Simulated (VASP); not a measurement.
Data:

```yaml
crystal:
  lattice:
    - [2.91360, 0.00000, 0.00000]
    - [-1.45680, 2.52325, 0.00000]
    - [0.00000, 0.00000, 5.73315]
  atoms:
    - { symbol: W, position: [0.00000, 0.00000, 0.00000] }
    - { symbol: W, position: [0.00000, 0.00000, 0.50000] }
    - { symbol: C, position: [0.33333, 0.66667, 0.25000] }
    - { symbol: C, position: [0.66667, 0.33333, 0.75000] }
```

Method: r2SCAN meta-GGA, VASP's PBE PAW potentials (set 64) (plane waves; VASP). Numerical set-up: 520 eV cut-off, 13×13×6 Γ-centred mesh, tetrahedra with Blöchl corrections, potentials W_sv C.

The cores are frozen, which limits the accuracy of field gradients.

Problem. Give the principal components of the electric field gradient (V/Å²) and the asymmetry η at each nucleus.

Solution. 
```csv
atom,Vxx,Vyy,Vzz,η
W1,79.9,79.9,-159.7,0.00
W2,79.9,79.9,-159.7,0.00
C3,-1.0,-1.0,2.1,0.00
C4,-1.0,-1.0,2.1,0.00
```

The structure was generated: WC was put into the NiAs type type (P6_3/mmc), which need not be its known phase. It was relaxed first, which changed the volume by -36 %.
